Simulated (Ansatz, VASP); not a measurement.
# Cross-check of ZnS (Wurtzite-2H) between VASP and Ansatz

One calculation is typed for both programs; each brings its own data sets. How far apart do they land? Of the first pair: The structure shown is the start of the Ansatz relaxation below; VASP solves that cell, so the two are compared at the walk's first step.

Program: Ansatz 0.2.0. Level of theory: plane waves, with VASP 6.6.1 beside it; single point at LDA. Results are calculated unless marked as measured.

## 1. Starting point

The structure is hexagonal, space group P6_3mc (No. 186). Conventional cell: a = 3.701 Å, b = 3.701 Å, c = 6.143 Å, α = 90.00°, β = 90.00°, γ = 120.00°. Nearest to S lie 4 Zn at 2.27 to 2.30 Å. Nearest to Zn lie 4 S at 2.27 to 2.30 Å. Farther neighbours and most contacts between anions are not listed.

## 2. Ansatz: relaxation, LDA

Ansatz runs on its PAW soft_1 files.

The two programs are compared at the cell with which this relaxation starts, whose forces are those of its first step.

input.yaml reads:

```yaml
crystal:
  lattice:
    - [3.7007763301, 0.0, 0.0]
    - [-1.850388165, 3.2049663156, 0.0]
    - [0.0, 0.0, 6.1428450369]
  atoms:
    - { symbol: S, position: [0.3333333333, 0.6666666667, 0.3794072714] }
    - { symbol: S, position: [0.6666666667, 0.3333333333, 0.8794072714] }
    - { symbol: Zn, position: [0.3333333333, 0.6666666667, 0.0055927286] }
    - { symbol: Zn, position: [0.6666666667, 0.3333333333, 0.5055927286] }
kpoints:
  mp_grid: { grid: [12, 12, 8] }
hamiltonian:
  xc: lda
  pseudopotentials: { kind: paw, azcp: { folder: soft_1 }, xc_functional: pbe }
scf:
  occupations: { method: fixed }
output:
  forces: true
  stress: true
  eigenvalues: true
relax:
  adjacent_minimum: "off"
  f_tol: 0.001
  max_steps: 60
  cell: { stress_tol: 0.01, fix: [a, b, gamma] }
```

Command:

```bash
ansatz run input.yaml --threads 8 --pin off --max-ram 16384MiB --backend cpu --events-out ev --progress --plain --runs-dir out
```

Numbers of over 12 decimals in the logs are rounded to 6 here.

The program printed:

```text
Engine: ansatz 0.2.0, x86_64-unknown-linux-gnu
Pseudopotentials: kind: paw
Pseudopotential: S, paw, valence charge 6, recommended cutoff 420 eV (normal), soft_1/S.paw.azcp
Pseudopotential: Zn, paw, valence charge 12, recommended cutoff 420 eV (normal), soft_1/Zn.paw.azcp
Functional definition: SPW92
  exchange = slater_x
  correlation = pw_c
Crystal: 4 atoms, lattice volume = 72.859 Å³
Basis set: ecut = 420 eV, 1401 PW (Γ)
Bands: 22, of which v1, the nominal top of the filled ones, is band 18 counted from 1 (17 counted from 0)
Symmetry: 12 space group operations
Space group: P63mc (ITA 186), of the structure as read, at distance tolerance 4.2e-5 Å
k-points: 95 of 1152 (time reversal used)
Non-local potential: S, projectors of the file, l = 0: 2, l = 1: 2, l = 2: 1
Non-local potential: Zn, projectors of the file, l = 0: 2, l = 1: 2, l = 2: 3, l = 3: 1
PAW form: soft (Blöchl's): semilocal exchange-correlation on the pseudo side does not see the compensation charge
PAW frozen core: S, regenerated for the run's functional, and the local potential with it (the file was generated under x = pbe(κ = 0.804, μ = 0.219515), c = pbe(β = 0.066725))
PAW frozen core: Zn, regenerated for the run's functional, and the local potential with it (the file was generated under x = pbe(κ = 0.804, μ = 0.219515), c = pbe(β = 0.066725))
PAW one-centre angular grid: S, 110 points (default); XC on 64 Gauss nodes
PAW one-centre angular grid: Zn, 590 points (default); XC on 64 Gauss nodes
Initial density: superposition of atomic densities (chi_scale 0.1, normalization cell, long waves kept (reshape's long-wave potential 0.00 eV rms))
Initial wavefunctions: pseudopotential atomic-orbital guess
Functional: x = slater, c = lda
SCF iter   1: F=—  HF=-8235.074091 eV  |F-HF|=—  |Δ(HF+E_count)|=         —  Δρ=3.83e-2  dr2=6.82e-1  ethr=3.10e-3  ⟨swp⟩=5.0  Hψ=10309  notcnv=0  defer=179
preconditioner: auto → Resta (q_TF=auto, 2.426 Å⁻¹)  ε∞=6.4  [insulator: Δε(μ)=2.519 eV  Ē_g=11.284 eV  n_scr=22 (ndim 8)  ℏωp=26.1 eV  f_vac=0.001  ε∞_Penn≈6.4]
SCF iter   2: F=—  HF=-8234.912704 eV  |F-HF|=—  |Δ(HF+E_count)|=   1.61e-1  Δρ=1.63e-2  dr2=1.56e-1  ethr=1.90e-3  ⟨swp⟩=2.9  Hψ=4496  notcnv=0  defer=186
SCF iter   3: F=—  HF=-8234.879722 eV  |F-HF|=—  |Δ(HF+E_count)|=   3.30e-2  Δρ=1.05e-2  dr2=5.33e-2  ethr=4.34e-4  ⟨swp⟩=2.1  Hψ=3809  notcnv=0  defer=186
SCF iter   4: F=—  HF=-8234.861489 eV  |F-HF|=—  |Δ(HF+E_count)|=   1.82e-2  Δρ=3.05e-3  dr2=4.34e-3  ethr=1.48e-4  ⟨swp⟩=2.0  Hψ=4563  notcnv=0  defer=187
SCF iter   5: F=—  HF=-8234.861675 eV  |F-HF|=—  |Δ(HF+E_count)|=   1.86e-4  Δρ=5.09e-4  dr2=2.00e-4  ethr=1.21e-5  ⟨swp⟩=2.1  Hψ=3610  notcnv=0  defer=187
SCF iter   6: F=—  HF=-8234.861742 eV  |F-HF|=—  |Δ(HF+E_count)|=   6.66e-5  Δρ=2.39e-4  dr2=3.55e-5  ethr=5.56e-7  ⟨swp⟩=2.9  Hψ=3671  notcnv=0  defer=179
SCF iter   7: F=—  HF=-8234.861750 eV  |F-HF|=—  |Δ(HF+E_count)|=   8.45e-6  Δρ=6.11e-5  dr2=1.22e-6  ethr=9.85e-8  ⟨swp⟩=2.8  Hψ=3854  notcnv=0  defer=2
SCF iter   8: F=—  HF=-8234.861751 eV  |F-HF|=—  |Δ(HF+E_count)|=   9.83e-7  Δρ=1.63e-5  dr2=1.16e-7  ethr=3.39e-9  ⟨swp⟩=2.4  Hψ=3734  notcnv=0  defer=2
SCF iter   9: F=-8234.861751 eV  HF=-8234.861751 eV  |F-HF|=4.73e-11  |Δ(HF+E_count)|=   2.62e-8  Δρ=1.58e-6  dr2=2.28e-9  ethr=2.78e-10  ⟨swp⟩=8.0  Hψ=11755  notcnv=0
SCF 1 converged in 9 iterations: F = -8234.861751 eV  dr2 = 2.28e-9
  greatest PAW one-centre occupation: 0.983 electrons in one spin orbital (limit 2), on the Zn atom at site 3 (counted from 0), in its partial waves of l = 2
relax step   1: F+E_penalty+E_count = -8234.86175102 eV  Δ(F+E_penalty+E_count) = +0.000e0 eV  max|allowed force component| = 8.929e-2 eV/Å  Δτ_max = 0.0000 Å  P = +1.807 GPa  Ω = 72.859 Å³  fix = [a, b, gamma]  reactions: a +2.385, b +2.385 GPa  (9 SCF iters, dr2 threshold 1.00e-7 eV, accepted)
[...]
relax step   3: F+E_penalty+E_count = -8234.86424278 eV  Δ(F+E_penalty+E_count) = -6.040e-4 eV  max|allowed force component| = 1.368e-2 eV/Å  Δτ_max = 0.0047 Å  P = +1.139 GPa  Ω = 73.347 Å³  energy of the carried Pulay correction = -1.863e-4 eV  fix = [a, b, gamma]  reactions: a +1.775, b +1.775 GPa  (5 SCF iters, dr2 threshold 2.32e-7 eV, accepted)
[...]
relax step   4: F+E_penalty+E_count = -8234.86428850 eV  Δ(F+E_penalty+E_count) = -4.573e-5 eV  max|allowed force component| = 1.104e-3 eV/Å  Δτ_max = 0.0008 Å  P = +1.174 GPa  Ω = 73.314 Å³  energy of the carried Pulay correction = -1.740e-4 eV  fix = [a, b, gamma]  reactions: a +1.755, b +1.755 GPa  (4 SCF iters, dr2 threshold 4.46e-8 eV, accepted)
[...]
relax step   5: F+E_penalty+E_count = -8234.86428781 eV  Δ(F+E_penalty+E_count) = +6.938e-7 eV  max|allowed force component| = 4.016e-5 eV/Å  Δτ_max = 0.0001 Å  P = +1.171 GPa  Ω = 73.317 Å³  energy of the carried Pulay correction = -1.749e-4 eV  fix = [a, b, gamma]  reactions: a +1.757, b +1.757 GPa  (3 SCF iters, dr2 threshold 2.84e-10 eV, accepted)
[...]
relax step   6: F+E_penalty+E_count = -8234.86445990 eV  Δ(F+E_penalty+E_count) = -1.721e-4 eV  max|allowed force component| = 6.646e-5 eV/Å  Δτ_max = 0.0000 Å  P = +1.171 GPa  Ω = 73.317 Å³  fix = [a, b, gamma]  reactions: a +1.757, b +1.757 GPa  stress off target by 6.24e-4 GPa on what of the cell is left free  SCF on the basis re-selected at this cell (its energy is not comparable with the rows above)  (7 SCF iters)
basis re-selected at this cell: Δ(F+E_penalty+E_count) = -1.721e-4 eV, ΔP = +0.000 GPa vs the last step (what re-selecting the basis moved, of the pressure what is left beyond the Pulay correction that the steps carried, after the strain that the cell walked since its last selection, with what the two solves' SCF thresholds leave and, on support functions, any second-order correction that the steps lacked; it is no m [...]
SCF converged after 7 iterations
Free energy (F): -8234.864460 eV
Harris-Foulkes:  -8234.864460 eV  (|F-HF|=3.64e-12)
Internal energy: -8234.864460 eV  (E = F + TS)
E sigma→0 (E₀):  -8234.864460 eV
Fermi energy:    6.539408 eV
--- Per-component energies (eV) ---
  E_band       = 21.817547
  E_kinetic    = 512.682910
  E_local      = -4453.577873  (includes V_loc(G=0)·N_el)
  E_nonlocal   = 1714.849289
  E_hartree    = 1692.263692
  E_xc         = -334.109493
  E_vxc        = -271.987824  (∫ρ·V_xc dr)
  E_paw        = -4803.851914  (= ΣΔE_a)
  E_vpaw       = -864.675861  (= ΣTr[D̂ρ^β])
  E_aug_tail   = -0.000490  (compensation charges beyond the density's cutoff)
  E_ewald      = -2566.541262
  E_core_change = 3.420682  (= ΣΔE_core)
  E_smearing   = -0.000000  (= −TS)
  E_closure    = -0.000000  (closes the sum)
  Σ components = -8234.864460   (vs F -8234.864460, Δ=0.00e0)
--- Forces (eV/Å), atoms counted from 1 ---
  atom   1  S     -0.00000000    -0.00000000    -0.00006646
  atom   2  S      0.00000000     0.00000000    -0.00006646
  atom   3  Zn    -0.00000000    -0.00000000     0.00006646
  atom   4  Zn     0.00000000     0.00000000     0.00006646
  max |Σ_I F_I| component: 4.87e-9 eV/Å
--- Stress (GPa, compression-positive) ---
        1.756823       0.000000       0.000000
        0.000000       1.756823       0.000000
        0.000000       0.000000       0.000624
  P = ⅓ Tr σ = 1.1714 GPa (11.714 kbar)
--- Band table (eV; the first three rows and the last of 95) ---
  k-point 0: bands = [... 14 lower, 5.5589, 6.3393, 6.5394, 6.5394, 8.7282, 9.6811, 12.6710, 12.6710]
  k-point 1: bands = [... 14 lower, 5.5928, 5.9496, 6.4979, 6.4979, 9.0726, 9.7178, 12.5828, 12.6953]
  k-point 2: bands = [... 14 lower, 5.6904, 5.6904, 6.3817, 6.3817, 9.6941, 9.8242, 12.4488, 12.7763]
  k-point 94: bands = [... 14 lower, 3.0701, 3.0701, 4.8939, 4.8939, 10.7948, 10.7948, 12.4877, 12.4877]
--- Relaxed structure (5 steps of the walk, 5 accepted, 1 SCFs on fresh bases) ---
  F+E_penalty+E_count = -8234.86445990 eV   max|allowed force component| = 6.646e-5 eV/Å   (the final SCF, on the basis selected at the relaxed cell)
  cell:  # Å, volume = 73.3167 Å³
    - [3.700776, -2.8867626212873085e-11, 0]
    - [-1.850388, 3.204966, 0]
    - [0, 0, 6.181399]
  atoms:
    - { symbol: S, position: [0.333333, 0.666667, 0.377795] }
    - { symbol: S, position: [0.666667, 0.333333, 0.877795] }
    - { symbol: Zn, position: [0.333333, 0.666667, 0.00720457] }
    - { symbol: Zn, position: [0.666667, 0.333333, 0.507205] }
```

## 3. VASP: single point, LDA, start cell, pair 1

The same cell, functional (in two slightly different forms) and mesh now go to VASP, with its own data sets.

Lines of VASP's logs that name or quote its potential files are left out, and so is its time.

INCAR reads:

```
SYSTEM = ZnS
PREC = Accurate
ENCUT = 400
EDIFF = 1E-06
NELM = 120
ISMEAR = 0
SIGMA = 0.01
LREAL = .FALSE.
ALGO = Normal
GGA = PW92
NBANDS = 24
LORBIT = 11
LWAVE = .FALSE.
LCHARG = .FALSE.
ISIF = 2
LASPH = .TRUE.
GGA_COMPAT = .FALSE.
EFERMI = MIDGAP
```

POSCAR reads:

```
ZnS
1.0
    3.7007760000      0.0000000000      0.0000000000
   -1.8503880000      3.2049660000      0.0000000000
    0.0000000000      0.0000000000      6.1428450000
S Zn
2 2
Direct
    0.3333333334      0.6666666668      0.3794073023
    0.6666666668      0.3333333334      0.8794073023
    0.3333333334      0.6666666668      0.0055927262
    0.6666666668      0.3333333334      0.5055927262
```

KPOINTS reads:

```
Automatic mesh
0
Gamma
12 12 8
0 0 0
```

Potentials, in the order of the species: S and Zn (LDA family, release 64).

Command:

```bash
mpirun -np 1 vasp_std
```

The program printed:

```text
[banner, memory and clock lines left out]
running    1 mpi-ranks, on    1 nodes
 distrk:  each k-point on    1 cores,    1 groups
 distr:  one band on    1 cores,    1 groups

 POSCAR found type information on POSCAR S Zn
 POSCAR found :  2 types and       4 ions
|                                                                             |
|               ----> ADVICE to this user running VASP <----                  |
|                                                                             |
|     You enforced a specific xc type in the INCAR file but a different       |
|     [... a line on the potential file left out ...]
|     I HOPE YOU KNOW WHAT YOU ARE DOING!                                     |
|                                                                             |

 LDA part: xc-table for (Slater(with rela. corr.)+PW92), standard interpolation
 POSCAR, INCAR and KPOINTS ok, starting setup
 FFT: planning ... GRIDC
 FFT: planning ... GRID_SOFT
 FFT: planning ... GRID
 WAVECAR not read
 entering main loop
       N       E                     dE             d eps       ncg     rms          rms(c)
DAV:   1     0.212312166270E+03    0.21231E+03   -0.15029E+04  4560   0.156E+03
DAV:   2     0.117228915865E+01   -0.21114E+03   -0.20423E+03  4936   0.329E+02
DAV:   3    -0.169242875401E+02   -0.18097E+02   -0.18014E+02  5656   0.103E+02
DAV:   4    -0.172689550693E+02   -0.34467E+00   -0.34448E+00  5448   0.148E+01
DAV:   5    -0.172756709702E+02   -0.67159E-02   -0.67154E-02  5744   0.196E+00    0.113E+01
DAV:   6    -0.164123703981E+02    0.86330E+00   -0.19124E+00  6616   0.427E+01    0.846E+00
DAV:   7    -0.164096202267E+02    0.27502E-02   -0.17385E+00  5016   0.792E+00    0.334E+00
DAV:   8    -0.163858681950E+02    0.23752E-01   -0.67330E-02  6232   0.231E+00    0.102E+00
DAV:   9    -0.163842753588E+02    0.15928E-02   -0.19542E-02  6360   0.173E+00    0.295E-01
DAV:  10    -0.163843086700E+02   -0.33311E-04   -0.59016E-04  5504   0.334E-01    0.164E-01
DAV:  11    -0.163843291406E+02   -0.20471E-04   -0.76354E-05  5800   0.887E-02    0.748E-02
DAV:  12    -0.163843265938E+02    0.25468E-05   -0.10320E-05  5872   0.336E-02    0.849E-03
DAV:  13    -0.163843267015E+02   -0.10769E-06   -0.37103E-07  3104   0.418E-03
   1 F= -.16384327E+02 E0= -.16384327E+02  d E =0.000000E+00
```

Parts of OUTCAR (step 3):

```text
ion  position               nearest neighbor table
   1  0.333  0.667  0.379-   4 2.27   4 2.27   4 2.27   3 2.30
   2  0.667  0.333  0.879-   3 2.27   3 2.27   3 2.27   4 2.30
   3  0.333  0.667  0.006-   2 2.27   2 2.27   2 2.27   1 2.30
   4  0.667  0.333  0.506-   1 2.27   1 2.27   1 2.27   2 2.30

  LATTYP: Found a hexagonal cell.
 ALAT       =     3.7007760000
 C/A-ratio  =     1.6598802521

 Subroutine GETGRP returns: Found 12 space group operations
 (whereof  6 operations were pure point group operations)

The static configuration has the point symmetry C_3v.
 The point group associated with its full space group is C_6v.

 Found     95 irreducible k-points:

   k-points           NKPTS =     95   k-points in BZ     NKDIM =     95   number of bands    NBANDS=     24

   dimension x,y,z NGX =    24 NGY =   24 NGZ =   40
   dimension x,y,z NGXF=    48 NGYF=   48 NGZF=   80

   ENCUT  =  400.0 eV  29.40 Ry    5.42 a.u.   6.04  6.04 10.02*2*pi/ulx,y,z

   NELECT =      36.0000    total number of electrons

 k-points in reciprocal lattice and weights: Automatic mesh
   0.00000000  0.00000000  0.00000000       0.001
   0.08333333  0.00000000  0.00000000       0.005
   0.16666667  0.00000000  0.00000000       0.005
   0.25000000  0.00000000  0.00000000       0.005
   0.33333333 -0.00000000  0.00000000       0.005
   0.41666667  0.00000000  0.00000000       0.005
   0.50000000  0.00000000  0.00000000       0.003
   0.08333333  0.08333333  0.00000000       0.005
   0.16666667  0.08333333  0.00000000       0.010
[...]
0.33333333  0.25000000  0.50000000       0.010
   0.33333333  0.33333333  0.50000000       0.002

 average (electrostatic) potential at core
       1 -88.6025       2 -88.6025       3 -36.9135       4 -36.9135

 E-fermi :   3.9017

 k-point     1 :       0.0000    0.0000    0.0000
  band No.  band energies     occupation
    ...
     14       1.7666      2.00000
     15       1.7666      2.00000
     16       2.6090      2.00000
     17       2.7552      2.00000
     18       2.7552      2.00000
     19       5.0483      0.00000
     20       5.8777      0.00000
     21       8.8990      0.00000
     22       8.8990      0.00000
     23       8.9939      0.00000
    ...

 k-point     2 :       0.0833    0.0000    0.0000
  band No.  band energies     occupation
    ...
     14       1.3257      2.00000
     15       1.6349      2.00000
     16       2.2657      2.00000
     17       2.5453      2.00000
     18       2.6848      2.00000
     19       5.4733      0.00000
     20       6.2740      0.00000
     21       8.6342      0.00000
     22       9.0553      0.00000
     23       9.1800      0.00000
    ...

 k-point     3 :       0.1667    0.0000    0.0000
  band No.  band energies     occupation
    ...
     14       0.3828      2.00000
     15       1.3089      2.00000
     16       1.3338      2.00000
     17       2.3366      2.00000
     18       2.4884      2.00000
     19       6.1843      0.00000
     20       6.8379      0.00000
     21       8.4019      0.00000
     22       9.3307      0.00000
     23       9.4068      0.00000
    ...

  Total        1.0710298      1.0710298      0.2776482      0.0000000      0.0000000     -0.0000000
  in kB       23.5519224     23.5519220      6.1054776      0.0000000      0.0000000     -0.0000000
  external PRESSURE =      17.7364406 kB  Pullay stress =       0.0000000 kB

  energy-cutoff  :      400.00
  volume of cell :       72.86
      direct lattice vectors                 reciprocal lattice vectors
     3.700776000  0.000000000  0.000000000     0.270213598  0.156007895  0.000000000
    -1.850388000  3.204966000  0.000000000     0.000000000  0.312015790  0.000000000
     0.000000000  0.000000000  6.142845000     0.000000000  0.000000000  0.162791019

 POSITION                                       TOTAL-FORCE (eV/Angst)
 -----------------------------------------------------------------------------------
      0.00000      2.13664      2.33064         0.000000      0.000000     -0.090501
      1.85039      1.06832      5.40206        -0.000000     -0.000000     -0.090501
      0.00000      2.13664      0.03436        -0.000000      0.000000      0.090501
      1.85039      1.06832      3.10578         0.000000     -0.000000      0.090501
 -----------------------------------------------------------------------------------
    total drift:                               -0.000001     -0.000002      0.000667

  FREE ENERGIE OF THE ION-ELECTRON SYSTEM (eV)
  ---------------------------------------------------
  free  energy   TOTEN  =       -16.3843267015 eV

  energy  without entropy=      -16.3843267015  energy(sigma->0) =      -16.38432670

 total charge
# of ion       s       p       d       tot
------------------------------------------
    1        1.312   2.455   0.000   3.767
    2        1.312   2.455   0.000   3.767
    3        0.555   0.560   9.807  10.922
    4        0.555   0.560   9.807  10.922
--------------------------------------------------
tot          3.734   6.029  19.615  29.378

[... 3 further parts left out ...]
```

The run ends at a pressure of 1.77 GPa, with forces up to 0.091 eV/Å.

[end of part 1 of 2]

[Lines on the potential files, build, host, timing and source positions are cut from VASP's logs without a mark.]

[Logs are printed without paths, hosts, clocks, repeated set-up lines and the standing remarks that a program may print on its own settings, such as how far it seeks lower states.]

[Hosts, paths, dates, database ids (printed as entryN), source tags and the programs' standing remarks are cut or masked in the printed files.]
